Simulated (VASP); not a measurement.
Computed with RPBE GGA, VASP's PBE PAW potentials (set 64) (plane waves; VASP).

VASP ran on this input.

POSCAR:
```
CeO2
1
    0.0000000000     2.7249842255     2.7249842255
    2.7249842255     0.0000000000     2.7249842255
    2.7249842255     2.7249842255     0.0000000000
Ce O
1 2
Direct
  0.0000000000   0.0000000000   0.0000000000
  0.2500000000   0.2500000000   0.2500000000
  0.7500000000   0.7500000000   0.7500000000
```

File KPOINTS:
```
Automatic mesh
0
Gamma
7 7 7
0 0 0
```

INCAR:
```
SYSTEM = CeO2
PREC = Accurate
ENCUT = 520
EDIFF = 1E-7
NELM = 100
ALGO = Normal
LREAL = .FALSE.
LASPH = .TRUE.
ISMEAR = 0
SIGMA = 0.05
GGA = RP
LMAXMIX = 6
LWAVE = .FALSE.
LCHARG = .FALSE.
ISIF = 2
```

POTCAR, in this order: Ce O (PBE.64 set). Program: vasp_std.

Task: Predict the energy per atom (σ→0), pressure.

Result: 
```json
{
  "energy per atom (σ→0)": "-8.309 eV/atom",
  "pressure": "5.23 GPa"
}
```

**OSZICAR**
```
...
DAV:  15    -0.249262584701E+02   -0.18644E-03   -0.42843E-03   960   0.651E-01    0.174E-01
DAV:  16    -0.249261789706E+02    0.79499E-04   -0.79086E-04   776   0.271E-01    0.946E-02
DAV:  17    -0.249261670616E+02    0.11909E-04   -0.14933E-04   880   0.870E-02    0.380E-02
DAV:  18    -0.249261563420E+02    0.10720E-04   -0.40336E-05  1080   0.544E-02    0.220E-02
DAV:  19    -0.249261488632E+02    0.74788E-05   -0.49817E-05   872   0.685E-02    0.359E-03
DAV:  20    -0.249261489568E+02   -0.93629E-07   -0.14680E-06  1008   0.887E-03    0.341E-03
DAV:  21    -0.249261489441E+02    0.12675E-07   -0.84637E-08   616   0.242E-03
   1 F= -.24926149E+02 E0= -.24926149E+02  d E =-.728153E-19
```

The compound is CeO2 in the fluorite structure. This cell is one point of a volume scan, at 0.97 of the reference volume. The run is not spin-polarised, so no magnetic state was tried.
